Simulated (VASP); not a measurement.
Consider the following.

```yaml
crystal:
  lattice:
    - [0.00000, 3.25890, 3.25890]
    - [3.25890, 0.00000, 3.25890]
    - [3.25890, 3.25890, 0.00000]
  atoms:
    - { symbol: Ba, position: [0.00000, 0.00000, 0.00000] }
    - { symbol: S, position: [0.50000, 0.50000, 0.50000] }
```

All values below come from PBE GGA, VASP's PBE PAW potentials (set 64) (plane waves; VASP). Run with 400 eV cut-off, 8×8×8 Monkhorst-Pack mesh, Gaussian smearing of 0.050 eV, potentials Ba_sv S.

**Question.** Predict the energy per atom (σ→0), pressure.

**Answer.** 
| Property | Value |
|---|---|
| energy per atom (σ→0) | -5093 meV/atom |
| pressure | -1.11 GPa |

Total energies compare only between runs with the same potentials, cut-off and functional.

The compound is BaS in the rock salt structure. The cell was not relaxed at this level. The run is one of a series of settings (KPOINTS 8×8×8 Monkhorst-Pack mesh against the base run), some of them coarse on purpose.
